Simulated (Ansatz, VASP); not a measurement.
## HfMg3: VASP beside Ansatz

INCAR

```
SYSTEM = HfMg3
ALGO = Normal
EDIFF = 1E-7
ENCUT = 520
GGA = PE
ISIF = 2
ISMEAR = -1
LASPH = .True.
LCHARG = .False.
LREAL = .False.
LWAVE = .False.
NBANDS = 16
NELM = 60
PREC = Accurate
SIGMA = 0.05
```

KPOINTS

```
k-points
0
Gamma
  8 8 8
  0 0 0
```

File POSCAR:

```
HfMg3
1.0
   -2.2114105833      2.2114105833      4.4545209723
    2.2114105833     -2.2114105833      4.4545209723
    2.2114105833      2.2114105833     -4.4545209723
Hf Mg
1 3
Direct
    0.0000000000      0.0000000000      0.0000000000
    0.7500000000      0.2500000000      0.5000000000
    0.2500000000      0.7500000000      0.5000000000
    0.5000000000      0.5000000000      0.0000000000
```

File input.yaml:

```yaml
crystal:
  lattice:
    - [-2.2114105833, 2.2114105833, 4.4545209723]
    - [2.2114105833, -2.2114105833, 4.4545209723]
    - [2.2114105833, 2.2114105833, -4.4545209723]
  atoms:
    - { symbol: Hf, position: [0.0, 0.0, 0.0] }
    - { symbol: Mg, position: [0.75, 0.25, 0.5] }
    - { symbol: Mg, position: [0.25, 0.75, 0.5] }
    - { symbol: Mg, position: [0.5, 0.5, 0.0] }
hamiltonian:
  xc: pbe
  pseudopotentials: { kind: paw }
kpoints:
  mp_grid: { grid: [8, 8, 8] }
scf:
  occupations: { method: fermi_dirac, width: 0.05 }
output:
  forces: true
  stress: true
  eigenvalues: true
  write_density: true
  write_potential: true
  elf: true
  volumetric_format: npy
```

Change from the starting cell: volume scaled by 0.98.

Alike in both runs: task single point; functional PBE; k mesh 8 × 8 × 8; occupations fermi-dirac, width 0.05 eV; no spin polarisation.

```csv
,VASP,Ansatz
version,VASP 6.6.1,Ansatz 0.2.0
potentials or method,"VASP PAW PBE potentials, release 64 (Hf_pv, Mg)",Ansatz PAW
plane-wave cutoff (eV),520,420
valence electrons in the cell,16,56
```

VASP gave:

```
gap on the k mesh at the Fermi level (eV)       : none
pressure (GPa)                                  : 1.0
largest component of the traceless stress (GPa) : 1.22
```

Q: Estimate Ansatz's values.

A: gap on the k mesh at the Fermi level (eV): none; pressure (GPa): 1.1; largest component of the traceless stress (GPa): 1.19.

A gap of «none» marks a metal or a gap that the smearing closes. The functional is the same, so the differences come from potentials, cutoffs and numerics. The two sets of potentials don't hold the same shells in valence.

Spin-orbit coupling is left out, which matters for the levels of Hf.
